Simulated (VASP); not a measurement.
Input:

```xyz
2
Lattice="0.0000 2.3200 2.3200 2.3200 0.0000 2.3200 2.3200 2.3200 0.0000" Properties=species:S:1:pos:R:3 pbc="T T T"
Hf     0.0000     0.0000     0.0000
C      2.3200     2.3200     2.3200
```

Calculation: PBEsol GGA, VASP's PBE PAW potentials (set 64) (plane waves; VASP 6.6.1). Settings: 530 eV cut-off, 12×12×12 Γ-centred mesh, first-order Methfessel-Paxton smearing of 0.10 eV, potentials Hf_pv C.

Energy and stress use the plane-wave basis of the starting cell.

Q: The ions, cell shape and volume are relaxed. Give the cell that the relaxation ends in.

A: 
```xyz
2
Lattice="0.0000 2.3029 2.3029 2.3029 0.0000 2.3029 2.3029 2.3029 0.0000" Properties=species:S:1:pos:R:3 pbc="T T T"
Hf     0.0000     0.0000     0.0000
C      2.3029     2.3029     2.3029
```
Space group Fm-3m (225), at a tolerance of 0.03 Å.

Q: How do energy and volume change from the first to the last step?

A: The energy (σ→0) changes by -4.8 meV/atom and the volume by -2.2 %, in 3 ionic steps.

```json
[
 {"step": "1", "E(σ→0) (eV)": "-22.1859", "max force (eV/Å)": "0.000", "pressure (GPa)": "-5.47", "volume (Å³)": "24.97"},
 {"step": "2", "E(σ→0) (eV)": "-22.1639", "max force (eV/Å)": "0.000", "pressure (GPa)": "11.01", "volume (Å³)": "23.47"},
 {"step": "3", "E(σ→0) (eV)": "-22.1956", "max force (eV/Å)": "0.000", "pressure (GPa)": "-0.11", "volume (Å³)": "24.43"}
]
```

The compound is HfC in the rock salt structure. This run relaxes it. Symmetry was kept, so distortions that lower it aren't found.
